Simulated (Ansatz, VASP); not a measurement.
# Cross-check of Cu (Cu(100)) between VASP and Ansatz, part 2 of 2

Wanted: the spread between two codes on one cell, functional and k mesh. Of the first pair: The structure shown is the start of the Ansatz relaxation below; VASP solves that cell, so the two are compared at the walk's first step.

VASP 6.6.1 and Ansatz 0.2.0.

So far: Set-up; Ansatz: relaxation, PBE; VASP: single point, PBE, start cell, pair 1.

### 4. Comparison

Known differences besides the potentials themselves: the data sets hold 76 valence electrons in Ansatz (on its default PAW (the set named soft_2) files) and 44 in VASP; the cutoff is 420 eV in Ansatz and 520 eV in VASP. Total energies have different zeros and are not compared.

Forces (eV/Å; atoms numbered as in POSCAR):

```
atom        Ansatz x, y, z          VASP x, y, z
 Cu1   0.000, 0.000, 0.098   0.000, 0.000, 0.073
 Cu2  0.000, 0.000, -0.218  0.000, 0.000, -0.215
 Cu3   0.000, 0.000, 0.218   0.000, 0.000, 0.215
 Cu4  0.000, 0.000, -0.098  0.000, 0.000, -0.073
```

The forces differ by 10 meV/Å r.m.s., which is 11.0 % of the r.m.s. force of 0.093 eV/Å (both taken over all components). With vacuum in the cell, a pressure given here is an average over mostly empty space and none of the material.

### 5. Ansatz: relaxation, PBE

This run makes the geometry at which the two programs are then compared.

The structure compared here is the end of the Ansatz relaxation.

File input.yaml:

```yaml
crystal:
  lattice:
    - [2.5526554801, 0.0, 0.0]
    - [0.0, 2.5526554801, 0.0]
    - [0.0, 0.0, 23.415]
  atoms:
    - { symbol: Cu, position: [0.5, 0.5, 0.3843689942] }
    - { symbol: Cu, position: [0.0, 0.0, 0.4614563314] }
    - { symbol: Cu, position: [0.5, 0.5, 0.5385436686] }
    - { symbol: Cu, position: [0.0, 0.0, 0.6156310058] }
kpoints:
  mp_grid: { grid: [12, 12, 1] }
hamiltonian:
  xc: pbe
scf:
  occupations: { method: fermi_dirac, width: 0.1 }
  convergence: { dr2_threshold: 1.0e-08 }
efield:
  axis: 3
  dipole_correction: true
  ramp_position: 0.97
  ramp_width: 0.06
relax:
  f_tol: 0.02
  max_steps: 60
  constraints: [{ sites: [0, 1] }]
output:
  write_potential: true
  write_density: true
  volumetric_format: npy
```

Launch:

```bash
ansatz run input.yaml --threads 4 --pin off --max-ram 16384MiB --backend cpu --events-out ev --progress --plain --runs-dir out
```

Numbers of over 12 decimals in the logs are rounded to 6 here.

What it wrote:

```text
[...]
Crystal: 4 atoms, lattice volume = 152.573 Å³
Basis set: ecut = 420 eV, 3011 PW (Γ), exchange–correlation on 36×36×320 points (8 copies of the dense FFT grid, shifted against one another)
Bands: 46, of which v1, the nominal top of the filled ones, is band 38 counted from 1 (37 counted from 0)
Symmetry: 8 space group operations
k-points: 28 of 144
[...]
--- Relaxed structure (3 steps of the walk, 3 accepted, 0 SCFs on fresh bases) ---
  F+E_penalty+E_count = -26499.49479638 eV   max|allowed force component| = 2.096e-3 eV/Å
  atoms:
    - { symbol: Cu, position: [0.5, 0.5, 0.384369] }
    - { symbol: Cu, position: [0.0, 0.0, 0.461456] }
    - { symbol: Cu, position: [0.5, 0.5, 0.539882] }
    - { symbol: Cu, position: [0, 0.0, 0.615758] }
[key lines of the parts left out:]
SCF converged after 9 iterations
Free energy (F): -26499.494796 eV
Fermi energy:    2.077824 eV
Dipole field:    D = 0.000480 V/Å  (p = 0.000405 e·Å, saw-weighted, corrected)
Work function:   Φ+ = 4.5707 eV   Φ− = 4.5819 eV
```

### 6. VASP: single point, PBE, relaxed cell, pair 2

The same cell, functional, mesh and smearing now go to VASP, with its own data sets.

File INCAR:

```
SYSTEM = Cu
PREC = Accurate
ENCUT = 520
EDIFF = 1E-06
NELM = 120
ISMEAR = -1
SIGMA = 0.1
LREAL = .FALSE.
ALGO = Normal
GGA = PE
NBANDS = 28
LASPH = .TRUE.
LORBIT = 11
LWAVE = .FALSE.
LCHARG = .FALSE.
ISIF = 2
LDIPOL = .TRUE.
IDIPOL = 3
DIPOL = 0.5 0.5 0.5
LVHAR = .TRUE.
GGA_COMPAT = .FALSE.
NELMDL = -8
```

File POSCAR:

```
Cu
1.0
    2.5526554801      0.0000000000      0.0000000000
    0.0000000000      2.5526554801      0.0000000000
    0.0000000000      0.0000000000     23.4150000000
Cu
4
Direct
    0.5000000000      0.5000000000      0.3843689942
    0.0000000000      0.0000000000      0.4614563314
    0.5000000000      0.5000000000      0.5398816964
    0.0000000000      0.0000000000      0.6157578239
```

File KPOINTS:

```
Automatic mesh
0
Gamma
12 12 1
0 0 0
```

Potentials, in the order of the species: Cu (PBE family, release 64).

Launch:

```bash
mpirun -np 1 vasp_std
```

What it wrote:

```text
[... set-up lines as in an earlier step ...]
 entering main loop
       N       E                     dE             d eps       ncg     rms          rms(c)
DAV:   1     0.356706635638E+03    0.35671E+03   -0.19209E+04  1568   0.185E+03
DAV:   2     0.891405884026E+01   -0.34779E+03   -0.33649E+03  1572   0.367E+02
DAV:   3    -0.160205430150E+02   -0.24935E+02   -0.23792E+02  1704   0.151E+02
DAV:   4    -0.168241304089E+02   -0.80359E+00   -0.79981E+00  1744   0.328E+01
[...]
DAV:  25    -0.137420884656E+02   -0.41914E-05   -0.42606E-07  1080   0.170E-02    0.309E-04
DAV:  26    -0.137420902226E+02   -0.17570E-05   -0.16052E-07  1028   0.609E-03    0.415E-04
DAV:  27    -0.137420909302E+02   -0.70758E-06   -0.12481E-07  1032   0.765E-03
   1 F= -.13742091E+02 E0= -.13720100E+02  d E =-.439810E-01
```

Parts of OUTCAR (step 6):

```text
  Total       -0.8817102     -0.8817102     -0.0694031      0.0000000      0.0000000      0.0000000
  in kB       -9.2588678     -9.2588678     -0.7288037      0.0000000      0.0000000      0.0000000
  external PRESSURE =      -6.4155131 kB  Pullay stress =       0.0000000 kB

 POSITION                                       TOTAL-FORCE (eV/Angst)
 -----------------------------------------------------------------------------------
      1.27633      1.27633      9.00000        -0.000000      0.000000      0.079235
      0.00000      0.00000     10.80500        -0.000000      0.000000     -0.103730
      1.27633      1.27633     12.64133        -0.000000     -0.000000     -0.002648
      0.00000      0.00000     14.41797         0.000000      0.000000      0.027143
 -----------------------------------------------------------------------------------
    total drift:                               -0.000000     -0.000000      0.000770

  FREE ENERGIE OF THE ION-ELECTRON SYSTEM (eV)
  ---------------------------------------------------
  free  energy   TOTEN  =       -13.7420909302 eV

  energy  without entropy=      -13.6981098812  energy(sigma->0) =      -13.72010041

[... 2 parts as in an earlier step ...]

[... 1 further part left out ...]
[key lines of the parts left out:]
E-fermi :  -0.7472
```

### 7. Differences

What differs besides the data sets and the points named for the pairs above, as far as they apply: the data sets hold 76 valence electrons in Ansatz (on its default PAW (the set named soft_2) files) and 44 in VASP. Total energies have different zeros and are not compared.

Compared:

```
                                   quantity  Ansatz  VASP  difference
 work function, lower of the two faces (eV)    4.57  4.55       +0.02
work function, higher of the two faces (eV)    4.58  4.56       +0.02
```

Forces (eV/Å; atoms numbered as in POSCAR):

```
atom        Ansatz x, y, z          VASP x, y, z
 Cu1   0.000, 0.000, 0.104   0.000, 0.000, 0.079
 Cu2  0.000, 0.000, -0.107  0.000, 0.000, -0.104
 Cu3   0.000, 0.000, 0.000  0.000, 0.000, -0.003
 Cu4   0.000, 0.000, 0.002   0.000, 0.000, 0.027
```

The forces differ by 10 meV/Å r.m.s., which is 26.8 % of the r.m.s. force of 0.038 eV/Å (both taken over all components). With vacuum in the cell, a pressure given here is an average over mostly empty space and none of the material.

### 8. Results

| Property | Result |
| --- | --- |
| r.m.s. force difference (single point, PBE, start cell, pair 1) | 10 meV/Å |
| r.m.s. force difference (single point, PBE, relaxed cell, pair 2) | 10 meV/Å |

The r.m.s. force difference is 10 meV/Å (single point, PBE, relaxed cell, pair 2), within the 12 meV/Å picked in this series as the mark of a large difference. The data sets hold unlike numbers of valence electrons (76 in Ansatz and 44 in VASP), so part of the differences comes from the potentials. Such differences can come from data sets, numerical settings and the points named under the comparisons, not from the functional's error against experiment.

[Lines on the potential files, build, host, timing and source positions are cut from VASP's logs without a mark.]

[Logs are printed without paths, hosts, clocks, repeated set-up lines and the standing remarks that a program may print on its own settings, such as how far it seeks lower states.]

[Hosts, paths, dates, database ids (printed as entryN), source tags and the programs' standing remarks are cut or masked in the printed files.]
